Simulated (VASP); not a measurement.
N:

```
N
1.0
     2.51947    0.00000    0.00000
    -1.25974    2.18193    0.00000
     0.00000    0.00000    2.44600
N
2
Direct
  0.66667 0.33333 0.25000
  0.33333 0.66667 0.75000
```

The real solid is made of molecules; this cell is a model form.

```yaml
Program: VASP 6.6.1
Task: relaxation of cell and atoms
Functional: LDA
Potentials_or_basis: VASP PAW LDA potentials, release 64 (N)
Cutoff: 600 eV
k_mesh: 18 × 18 × 18
Occupations: gaussian, width 0.1 eV
Spin: no spin polarisation
```

At the start: pressure -7.1 GPa; volume 6.72 Å³/atom.

Q: How do energy, volume and symmetry change on relaxing?

A: Over 5 steps the energy falls by 6.7 meV/atom and the volume is 6.53 Å³/atom (-2.8 %); space group P6_3/mmc (No. 194, to 0.05 Å).

Step by step:
```
step  energy change (eV)  largest force (eV/Å)  pressure (GPa)  volume (Å³)
   1              0.0000                0.0000           -7.09        13.45
   2             -0.0049                0.0000            4.41        12.87
   3             -0.0132                0.0000           -0.80        13.12
   4             -0.0134                0.0000            0.14        13.06
   5             -0.0135                0.0000           -0.02        13.07
```

Final structure:
```cif
data_structure
_symmetry_space_group_name_H-M 'P 1'
_symmetry_Int_Tables_number 1
_cell_length_a 2.5063
_cell_length_b 2.5063
_cell_length_c 2.4024
_cell_angle_alpha 90.000
_cell_angle_beta 90.000
_cell_angle_gamma 120.000
_cell_volume 13.07
loop_
_atom_site_label
_atom_site_type_symbol
_atom_site_fract_x
_atom_site_fract_y
_atom_site_fract_z
_atom_site_occupancy
N1 N 0.66667 0.33333 0.25000 1
N2 N 0.33333 0.66667 0.75000 1
```
